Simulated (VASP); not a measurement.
Data:

```
CELL_PARAMETERS angstrom
      4.47170     0.00000     0.00000
     -2.23585     3.87260     0.00000
      0.00000     0.00000     2.59398
ATOMIC_POSITIONS crystal
  Ni 0.00000 0.00000 0.00000
  Ge 0.33333 0.66667 0.50000
  Ge 0.66667 0.33333 0.50000
```

Method: r2SCAN meta-GGA, VASP's PBE PAW potentials (set 64) (plane waves; VASP). Settings: 400 eV cut-off, 9×9×13 Γ-centred mesh, tetrahedra with Blöchl corrections, potentials Ni Ge_d.

Give the energies of bands 12 to 22 at the high-symmetry points, in eV from the Fermi level.

```json
[
 {"band": "12", "Γ": "-6.25", "M": "-11.10", "K": "-11.73", "A": "-7.15", "L": "-6.24", "H": "-7.18"},
 {"band": "13", "Γ": "-4.79", "M": "-5.58", "K": "-7.70", "A": "-2.48", "L": "-5.34", "H": "-4.71"},
 {"band": "14", "Γ": "-4.79", "M": "-4.81", "K": "-2.30", "A": "-2.48", "L": "-4.33", "H": "-4.71"},
 {"band": "15", "Γ": "-2.64", "M": "-2.06", "K": "-1.94", "A": "-1.48", "L": "-3.51", "H": "-3.44"},
 {"band": "16", "Γ": "-1.09", "M": "-1.80", "K": "-1.94", "A": "-1.48", "L": "-1.25", "H": "-1.31"},
 {"band": "17", "Γ": "-1.09", "M": "-0.75", "K": "-0.73", "A": "-0.80", "L": "-1.16", "H": "-1.27"},
 {"band": "18", "Γ": "-0.70", "M": "-0.70", "K": "-0.73", "A": "-0.32", "L": "-1.06", "H": "-1.27"},
 {"band": "19", "Γ": "-0.70", "M": "-0.70", "K": "1.34", "A": "-0.30", "L": "-0.01", "H": "-0.98"},
 {"band": "20", "Γ": "0.01", "M": "4.13", "K": "1.34", "A": "-0.30", "L": "0.51", "H": "-0.98"},
 {"band": "21", "Γ": "0.01", "M": "5.47", "K": "2.58", "A": "0.03", "L": "0.62", "H": "2.40"},
 {"band": "22", "Γ": "2.00", "M": "5.94", "K": "7.83", "A": "5.42", "L": "3.63", "H": "5.72"}
]
```

It has no gap at this level: it comes out as a metal or semimetal.

The structure was generated: NiGe2 was put into the AlB2 type (P6/mmm), which need not be its known phase. It was relaxed first, which changed the volume by -47 %. The run is not spin-polarised, so no magnetic state was tried.
